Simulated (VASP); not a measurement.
Computed with PBE GGA with D3 dispersion (zero damping), VASP's PBE PAW potentials (set 64) (plane waves; VASP).

VASP ran on this input.

**POSCAR**
```
CoSi2
5.3172130
  0.0000000000   0.5000000220   0.5000000220
  0.5000000220   0.0000000000   0.5000000220
  0.5000000220   0.5000000220   0.0000000000
Co Si
1 2
direct
  0.0000000000   0.0000000000   0.0000000000
  0.2500000000   0.2500000000   0.2500000000
  0.7500000000   0.7500000000   0.7500000000
```

KPOINTS:
```
K-points
0
G
  11 11 11
```

INCAR:
```
GGA  =  PE
PREC  =  Accurate
NELM  =  100   # most electronic steps
ISMEAR  =  -5   # tetrahedra, Bloechl
LREAL  =  .False.
EDIFF  =  1E-7   # SCF stop (eV)
IVDW  =  11
LWAVE  =  .False.
NEDOS  =  601
ENCUT  =  520
LCHARG  =  .True.
LMAXMIX  =  4
LASPH  =  .True.   # aspherical one-centre terms
SYSTEM  =  CoSi2
LEFG  =  .True.
ISIF  =  2   # forces and stress, cell fixed
LORBIT  =  11
ALGO  =  Normal
```

POTCAR, in this order: Co Si (PBE.64 set). Program: vasp_std.

Task: What will the output report for the number of irreducible k-points (NKPTS), largest plane-wave count, number of space-group operations, FFT grid (NGX, NGY, NGZ)?

Result: 
```yaml
number of irreducible k-points (NKPTS): 56
largest_plane_wave_count: 1026
number_of_space_group_operations: 48
FFT grid (NGX, NGY, NGZ): 28 × 28 × 28
```

The compound is CoSi2 in the fluorite structure. It was relaxed first. The run is not spin-polarised, so no magnetic state was tried. The electron count is odd and the run is not spin-polarised, which forces a metal.
